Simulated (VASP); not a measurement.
# Be3Te2Se (R-3m) in VASP: notebook

Runs on Be3Te2Se. Level: PBE. Tasks: relaxation of cell and atoms.

Program: VASP 6.6.1. These are calculated values, not measurements. Logs are shortened: lines on timing, memory, paths and dates and some standing lists are left out, and cuts for length are marked.

## Step 1: The structure

Symmetry: R-3m, No. 166, trigonal system. The conventional cell has a = 5.417 Å, b = 5.417 Å, c = 13.204 Å, α = 90.00°, β = 90.00°, γ = 120.00°. Around Be (site symmetry 2/m) lie 2 Se at 2.70 Å and 4 Be at 2.71 Å. Te (site symmetry 3m) has 4 Te at 3.09 to 3.39 Å and 9 Be at 3.12 to 3.26 Å and 3 Se at 3.20 Å as nearest neighbours. Se (site symmetry -3m) has 6 Be at 2.70 Å as nearest neighbours.

The cell was built by a generator and needn't be a form met in nature.

## Step 2: Relaxation of cell and atoms, PBE

INCAR reads:

```
SYSTEM = Be3Te2Se
ALGO     = Fast           ! electronic algorithm
EDIFF    = 1E-4           ! SCF threshold, eV
EDIFFG   = -0.08          ! ionic threshold
ENCUT    = 520            ! plane-wave cutoff, eV
GGA      = PE             ! functional
IBRION   = 2              ! ionic algorithm
ISIF     = 3              ! what is computed and relaxed
ISMEAR   = 0              ! smearing method
KPAR     = 2            
LASPH    = .True.         ! aspherical terms in the spheres
LCHARG   = .False.        ! write CHGCAR
LREAL    = .False.        ! projectors in reciprocal space
LWAVE    = .False.        ! write WAVECAR
NELM     = 60             ! most SCF steps
NSW      = 24             ! ionic steps
PREC     = Normal         ! precision mode
SIGMA    = 0.15           ! smearing width, eV
```

KPOINTS reads:

```
k-points
0
Gamma
  3 3 3
  0 0 0
```

POSCAR reads:

```
Be3Te2Se
1.0
    2.7085248000      1.5637675200      4.4012991100
   -2.7085248000      1.5637675200      4.4012991100
    0.0000000000     -3.1275350500      4.4012991100
Be Te Se
3 2 1
Direct
    0.5000000000      0.0000000000      0.0000000000
    0.0000000000      0.5000000000      0.0000000000
    0.0000000000      0.0000000000      0.5000000000
    0.6170832500      0.6170832500      0.6170832500
    0.3829167500      0.3829167500      0.3829167500
    0.0000000000      0.0000000000      0.0000000000
```

Potentials or basis: VASP PAW PBE potentials, release 64 (Be, Te, Se).

The run is started by

```sh
cat potpaw_PBE.64/Be/POTCAR potpaw_PBE.64/Te/POTCAR potpaw_PBE.64/Se/POTCAR > POTCAR
mpirun -np 2 vasp_std > vasp.out
```

OUTCAR:

```text
SYSTEM = Be3Te2Se
   EDIFF = 1E-4
   EDIFFG = -0.08
   ENCUT = 520
   GGA = PE
   IBRION = 2
   ISIF = 3
   ISMEAR = 0
   LASPH = .True.
   LREAL = .False.
   NELM = 60
   NSW = 24
   PREC = Normal

 ion  position               nearest neighbor table
   1  0.500  0.000  0.000-
   2  0.000  0.500  0.000-
   3  0.000  0.000  0.500-
   4  0.617  0.617  0.617-   5 3.09   6 3.20   6 3.20   6 3.20   5 3.39   5 3.39   5 3.39
   5  0.383  0.383  0.383-   4 3.09   6 3.20   6 3.20   6 3.20   4 3.39   4 3.39   4 3.39
   6  0.000  0.000  0.000-   4 3.20   4 3.20   5 3.20   5 3.20   4 3.20   5 3.20

  LATTYP: Found a trigonal (rhomboedric) cell.
 ALAT       =     5.3993434142
 COS(alpha) =     0.4967153010

  Lattice vectors:

 A1 = (   2.7085248000,   1.5637675200,   4.4012991100)
 A2 = (  -2.7085248000,   1.5637675200,   4.4012991100)
 A3 = (   0.0000000000,  -3.1275350500,   4.4012991100)

Analysis of symmetry for initial positions (statically):
=====================================================================
 Subroutine PRICEL returns:
 Original cell was already a primitive cell.

 Routine SETGRP: Setting up the symmetry group for a
 trigonal (rhombohedral) supercell.

 Subroutine GETGRP returns: Found 12 space group operations
 (whereof 12 operations were pure point group operations)
 out of a pool of 12 trial point group operations.

The static configuration has the point symmetry D_3d.

Analysis of symmetry for dynamics (positions and initial velocities):
=====================================================================
 Subroutine PRICEL returns:
 Original cell was already a primitive cell.

 Routine SETGRP: Setting up the symmetry group for a
 trigonal (rhombohedral) supercell.

 Subroutine GETGRP returns: Found 12 space group operations
 (whereof 12 operations were pure point group operations)
 out of a pool of 12 trial point group operations.

The dynamic configuration has the point symmetry D_3d.

 Subroutine INISYM returns: Found 12 space group operations
 (whereof 12 operations are pure point group operations),
 and found     1 'primitive' translations

----------------------------------------------------------------------------------------

                                     Primitive cell

  volume of cell :     111.8503

  direct lattice vectors                    reciprocal lattice vectors
     2.708524800  1.563767520  4.401299110     0.184602334  0.106580207  0.075735215
    -2.708524800  1.563767520  4.401299110    -0.184602334  0.106580207  0.075735215
     0.000000000 -3.127535050  4.401299110     0.000000000 -0.213160414  0.075735215

  length of vectors
     5.399343414  5.399343414  5.399343418     0.226214909  0.226214909  0.226214909

  position of ions in fractional coordinates (direct lattice)
     0.500000000  0.000000000  0.000000000
     0.000000000  0.500000000  0.000000000
     0.000000000  0.000000000  0.500000000
     0.617083250  0.617083250  0.617083250
     0.382916750  0.382916750  0.382916750
     0.000000000  0.000000000  0.000000000

  ion indices of the primitive-cell ions
   primitive index   ion index
                 1           1
                 2           2
                 3           3
                 4           4
                 5           5
                 6           6

----------------------------------------------------------------------------------------

 KPOINTS: k-points

Automatic generation of k-mesh.
 Grid dimensions read from file:
 generate k-points for:    3    3    3

 Generating k-lattice:

  Cartesian coordinates                     Fractional coordinates (reciprocal lattice)
     0.061534111  0.035526736  0.025245072     0.333333333  0.000000000  0.000000000
    -0.061534111  0.035526736  0.025245072     0.000000000  0.333333333  0.000000000
     0.000000000 -0.071053471  0.025245072     0.000000000  0.000000000  0.333333333

  Length of vectors
     0.075404970  0.075404970  0.075404970

  Shift w.r.t. Gamma in fractional coordinates (k-lattice)
     0.000000000  0.000000000  0.000000000

 Subroutine IBZKPT returns following result:
 ===========================================

 Found      6 irreducible k-points:

 Following reciprocal coordinates:
            Coordinates               Weight
  0.000000  0.000000  0.000000      1.000000
  0.333333  0.000000 -0.000000      6.000000
  0.333333  0.333333 -0.000000      6.000000
 -0.333333  0.333333  0.000000      6.000000
  0.333333  0.333333  0.333333      2.000000
 -0.333333  0.333333  0.333333      6.000000
   k-points           NKPTS =      6   k-points in BZ     NKDIM =      6   number of bands    NBANDS=     16
   number of dos      NEDOS =    301   number of ions     NIONS =      6
   total plane-waves  NPLWV =  27000
   dimension x,y,z NGX =    30 NGY =   30 NGZ =   30
   dimension x,y,z NGXF=    60 NGYF=   60 NGZF=   60
   ions per type =               3   2   1
   NGX,Y,Z   is equivalent  to a cutoff of   9.24,  9.24,  9.24 a.u.
   NGXF,Y,Z  is equivalent  to a cutoff of  18.47, 18.47, 18.47 a.u.
 SYSTEM =  Be3Te2Se
   PREC   = normal    normal or accurate (medium, high low for compatibility)
   ISTART =      0    job   : 0-new  1-cont  2-samecut
   ICHARG =      2    charge: 1-file 2-atom 10-const
   ISPIN  =      1    spin polarized calculation?
   LNONCOLLINEAR =      F non collinear calculations
   LSORBIT =      F    spin-orbit coupling
   LASPH  =      T    aspherical Exc in radial PAW
   ENCUT  =  520.0 eV  38.22 Ry    6.18 a.u.  10.04 10.04 10.04*2*pi/ulx,y,z
   NELM   =     60;   NELMIN=  2; NELMDL= -5     # of ELM steps
   EDIFF  = 0.1E-03   stopping-criterion for ELM
   LREAL  =      F    real-space projection
   EDIFFG = -.8E-01   stopping-criterion for IOM
   NSW    =     24    number of steps for IOM
   IBRION =      2    ionic relax: 0-MD 1-quasi-New 2-CG
   NFREE  =      1    steps in history (QN), initial steepest desc. (CG)
   ISIF   =      3    stress and relaxation
   ISYM   =      2    0-nonsym 1-usesym 2-fastsym
   POTIM  = 0.5000    time-step for ionic-motion
   TEBEG  =    0.0;   TEEND  =   0.0 temperature during run
   PSTRESS=    0.0 pullay stress
   NELECT =      24.0000    total number of electrons
   NUPDOWN=      -1.0000    fix difference up-down
   EMIN   =  10.00;   EMAX   =-10.00  energy-range for DOS
   EFERMI =   0.00;   METHOD = LEGACY
   ISMEAR =     0;   SIGMA  =   0.15  broadening in eV -4-tet -1-fermi 0-gaus
   EFERMI_NEDOS =   21; number of points for ismear=-14 and -15
   IALGO  =     68    algorithm
   IMIX   =      4    mixing-type and parameters
     AMIX     =   0.40;   BMIX     =  1.00
     AMIX_MAG =   1.60;   BMIX_MAG =  1.00
  volume/ion in A,a.u.               =      18.64       125.80
  Fermi-wavevector in a.u.,A,eV,Ry     =   0.980091  1.852103 13.069450  0.960577
  Thomas-Fermi vector in A             =   2.110994
   LORBIT       =      0    0 simple, 1 ext, 2 COOP (PROOUT), +10 PAW based schemes
   GGA     = PE    functional components
   LHFCALC =     F    Hartree Fock is set to
   AEXX    =    0.0000 exact exchange contribution
   IVDW    =     0    specifies the selected vdW correction
   LEPSILON=     F    determine dielectric tensor
   LRPA    =     F    only Hartree local field effects (RPA)
 conjugate gradient relaxation of ions
 non-spin polarized calculation
 RMM-DIIS sequential band-by-band and
 Gauss-broadening in eV      SIGMA  =   0.15
  energy-cutoff  :      520.00
  volume of cell :      111.85
 maximum number of plane-waves:      3020
   NGX = 21   NGY = 21   NGZ = 21

--------------------------------------- Ionic step        1  -------------------------------------------

 number of electron      24.0000001 magnetization

 Free energy of the ion-electron system (eV)
  ---------------------------------------------------
  ext. energy  EPLUGINS =         0.00000000
  ---------------------------------------------------
  free energy    TOTEN  =       -16.62000134 eV

  energy without entropy =      -16.58745710  energy(sigma->0) =      -16.60372922

------------------------ aborting loop because EDIFF is reached ----------------------------------------

  FORCE on cell =-STRESS in cart. coord.  units (eV):
  Direction    XX          YY          ZZ          XY          YZ          ZX
  --------------------------------------------------------------------------------------
  -------------------------------------------------------------------------------------
  Total       -2.3685700     -2.3685700     -3.9866253      0.0000000      0.0000000      0.0000000
  in kB      -33.9281103    -33.9281104    -57.1056219      0.0000000      0.0000000      0.0000000
  external PRESSURE =     -41.6539475 kB  Pullay stress =       0.0000000 kB
[... 101 lines left out ...]
  FREE ENERGIE OF THE ION-ELECTRON SYSTEM (eV)
  ---------------------------------------------------
  free  energy   TOTEN  =       -16.8038986168 eV

  energy  without entropy=      -16.7707189722  energy(sigma->0) =      -16.78730879

[... ionic steps 4 to 8 ...]

--------------------------------------- Ionic step        9  -------------------------------------------

 number of electron      23.9999999 magnetization

------------------------ aborting loop because EDIFF is reached ----------------------------------------

  FORCE on cell =-STRESS in cart. coord.  units (eV):
  Direction    XX          YY          ZZ          XY          YZ          ZX
  --------------------------------------------------------------------------------------
  -------------------------------------------------------------------------------------
  Total       -0.1183030     -0.1183030     -0.0065421      0.0000000      0.0000000      0.0000000
  in kB       -1.7766856     -1.7766856     -0.0982494      0.0000000      0.0000000      0.0000000
  external PRESSURE =      -1.2172069 kB  Pullay stress =       0.0000000 kB
[... 65 lines left out ...]
  energy  without entropy=      -16.8465017550  energy(sigma->0) =      -16.86726416

--------------------------------------- Ionic step       11  -------------------------------------------

 number of electron      23.9999997 magnetization

 Free energy of the ion-electron system (eV)
  ---------------------------------------------------
  ext. energy  EPLUGINS =         0.00000000
  ---------------------------------------------------
  free energy    TOTEN  =       -16.89184602 eV

  energy without entropy =      -16.85208107  energy(sigma->0) =      -16.87196354

 E-fermi :   7.3529     XC(G=0): -10.1832

 val. band max:        7.2868188326   @ k =   0.0000   0.0000   0.0000
 cond. band min:       7.3616460872   @ k =   0.3333   0.3333   0.3333
 fundamental gap:      0.0748272546
 Fermi energy:         7.3528877189

 k-point     1 :       0.0000    0.0000    0.0000
  band No.  band energies     occupation
      1      -7.7627      2.00000
      2      -4.6644      2.00000
      3      -2.5767      2.00000
      4       1.7818      2.00000
      5       1.7818      2.00000
      6       2.1120      2.00000
[... 8 lines left out ...]
     15       7.2868      1.46665
     16      10.4861      0.00000
[... 126 lines left out ...]
  FREE ENERGIE OF THE ION-ELECTRON SYSTEM (eV)
  ---------------------------------------------------
  free  energy   TOTEN  =       -16.8918460182 eV

  energy  without entropy=      -16.8520810669  energy(sigma->0) =      -16.87196354

 reached required accuracy - stopping structural energy minimisation
```

It took 30 s on 2 MPI ranks of Intel Xeon Platinum 8559C (Emerald Rapids), shared host; peak memory 0.17 GiB.

What came out:

```
Free energy                            : -16.8918 eV
Relaxed volume                         : 17.72 Å³/atom
Relaxed cell                           : a = 5.400 Å, b = 5.400 Å, c = 5.400 Å, α = 58.03°, β = 58.03°, γ = 58.03°
Space group after relaxing (to 0.05 Å) : R-3m (No. 166)
Energy gained by relaxing              : 45.3 meV/atom
Ionic steps                            : 11
Pressure after relaxing                : 0.5 GPa
Largest force after relaxing           : 0.026 eV/Å
Band gap on the k mesh                 : none (metal or under the smearing width)
```

Forces on the atoms (eV/Å):
```
Be   0.000  0.000  0.000
Be   0.000  0.000  0.000
Be   0.000  0.000  0.000
Te   0.000  0.000 -0.026
Te   0.000  0.000  0.026
Se   0.000  0.000  0.000
```

Step by step:
```csv
step,energy change (eV),largest force (eV/Å),pressure (GPa),volume (Å³)
1,0.0000,1.1224,-4.17,111.85
2,-0.1836,0.6023,0.93,104.18
3,-0.1839,0.5761,1.12,103.86
4,-0.2257,0.3256,0.79,104.67
5,-0.2480,0.0281,0.60,105.60
6,-0.2493,0.1406,0.63,105.86
7,-0.2599,0.1948,-0.69,107.53
8,-0.2604,0.1409,-0.52,107.22
9,-0.2656,0.1365,-0.12,106.68
10,-0.2680,0.1339,0.43,105.87
11,-0.2718,0.0262,0.48,106.32
```

Final structure:
```
CELL_PARAMETERS angstrom
2.61925 1.51222 4.47376
-2.61925 1.51222 4.47376
0.00000 -3.02445 4.47376
ATOMIC_POSITIONS crystal
Be 0.50000 0.00000 0.00000
Be 0.00000 0.50000 0.00000
Be 0.00000 0.00000 0.50000
Te 0.60257 0.60257 0.60257
Te 0.39743 0.39743 0.39743
Se 0.00000 0.00000 0.00000
```

Levels at points of the mesh, in eV from the Fermi level:
| k point | band 8 | band 9 | band 10 | band 11 | band 12 | band 13 | band 14 | band 15 | band 16 |
| --- | --- | --- | --- | --- | --- | --- | --- | --- | --- |
| (0.00, 0.00, 0.00) | -3.33 | -3.33 | -2.86 | -2.58 | -2.23 | -2.23 | -0.07 | -0.07 | 3.13 |

Caveat: the k mesh is coarse (spacing up to 0.47 Å⁻¹), so the values aren't converged; the relaxation stopped at a loose force limit of 0.08 eV/Å, so its end isn't a converged minimum. Spin-orbit coupling is left out, which matters for the levels of Te.

## Step 3: Relaxation of cell and atoms, PBE

This run uses another cell than the first one, of 18.90 Å³/atom, 1.014 times its volume.

INCAR is that of step 2.

KPOINTS reads:

```
k-points
0
Gamma
  4 4 2
  0 0 0
```

POSCAR reads:

```
Be3Te2Se
1.0
    3.7670000000      0.0000000000      0.0000000000
   -1.8835000000      3.2623177000      0.0000000000
    0.0000000000      0.0000000000      9.2270000000
Be Te Se
3 2 1
Direct
    0.3333333300      0.6666666700      0.5833300000
    0.0000000000      0.0000000000      0.2500000000
    0.6666666700      0.3333333300      0.9166700000
    0.3333333300      0.6666666700      0.3333300000
    0.6666666700      0.3333333300      0.6666700000
    0.0000000000      0.0000000000      0.0000000000
```

Potentials or basis: VASP PAW PBE potentials, release 64 (Be, Te, Se).

The run is started by

```sh
cat potpaw_PBE.64/Be/POTCAR potpaw_PBE.64/Te/POTCAR potpaw_PBE.64/Se/POTCAR > POTCAR
mpirun -np 2 vasp_std > vasp.out
```

Run time: 24 s. Hardware: 2 MPI ranks of Intel Xeon Platinum 8559C (Emerald Rapids), shared host; peak memory 0.18 GiB.

The run converged. Its results:

```
Free energy                            : -23.7758 eV
Relaxed volume                         : 21.05 Å³/atom
Relaxed cell                           : a = 3.916 Å, b = 3.916 Å, c = 9.508 Å, α = 90.00°, β = 90.00°, γ = 120.00°
Space group after relaxing (to 0.05 Å) : P3m1 (No. 156)
Energy gained by relaxing              : 78.9 meV/atom
Ionic steps                            : 8
Pressure after relaxing                : 0.0 GPa
Largest force after relaxing           : 0.065 eV/Å
Band gap on the k mesh                 : 1.92 eV, indirect (least direct gap 2.24 eV)
```

Forces on the atoms (eV/Å):
```
Be   0.000  0.000 -0.043
Be   0.000  0.000 -0.032
Be   0.000  0.000 -0.013
Te   0.000  0.000  0.021
Te   0.000  0.000  0.065
Se   0.000  0.000  0.002
```

Stress tensor (GPa, compression positive):
```
 0.07  0.00  0.00
 0.00  0.07  0.00
 0.00  0.00 -0.09
```

Step by step:
| step | energy change (eV) | largest force (eV/Å) | pressure (GPa) | volume (Å³) |
| --- | --- | --- | --- | --- |
| 1 | 0.0000 | 1.1685 | 8.75 | 113.39 |
| 2 | -0.3940 | 0.4481 | -2.03 | 131.19 |
| 3 | -0.4105 | 0.5430 | -0.25 | 127.81 |
| 4 | -0.4102 | 0.5279 | -0.72 | 128.29 |
| 5 | -0.4415 | 0.3601 | -0.56 | 127.69 |
| 6 | -0.4676 | 0.2144 | 0.08 | 126.20 |
| 7 | -0.4692 | 0.1480 | -0.03 | 126.49 |
| 8 | -0.4732 | 0.0654 | 0.02 | 126.29 |

Final structure:
```
Be Te Se
1.0
     3.91618    0.00000    0.00000
    -1.95809    3.39151    0.00000
     0.00000    0.00000    9.50820
Be Te Se
3 2 1
Cartesian
  0.0000 2.2610 5.5513
  0.0000 0.0000 2.2480
  1.9581 1.1305 8.8501
  0.0000 2.2610 3.1045
  1.9581 1.1305 6.3891
  1.9581 3.3915 0.0045
```

Levels at points of the mesh, in eV from the valence-band top:
```csv
k point,band 8,band 9,band 10,band 11,band 12,band 13,band 14,band 15,band 16
"(0.00, 0.00, 0.00)",-0.72,-0.72,-0.26,0.00,0.00,2.24,3.54,3.76,3.79
"(0.50, 0.00, 0.00)",-2.93,-2.43,-2.31,-1.91,-1.52,1.92,2.87,3.36,3.67
"(0.00, 0.00, 0.50)",-1.86,-0.57,-0.57,-0.18,-0.18,2.48,3.58,3.77,4.23
"(0.50, 0.00, 0.50)",-3.20,-2.97,-2.24,-1.29,-1.21,2.36,2.73,3.19,4.04
```

Caveat: the k mesh is coarse (spacing up to 0.48 Å⁻¹), so the values aren't converged; spin-orbit coupling is left out, which moves the levels of the heavy elements; the relaxation stopped at a loose force limit of 0.08 eV/Å, so its end isn't a converged minimum. Expect the measured gap to be larger: semilocal functionals such as PBE lack the derivative discontinuity.

(Part 1 of 2 ends here.)
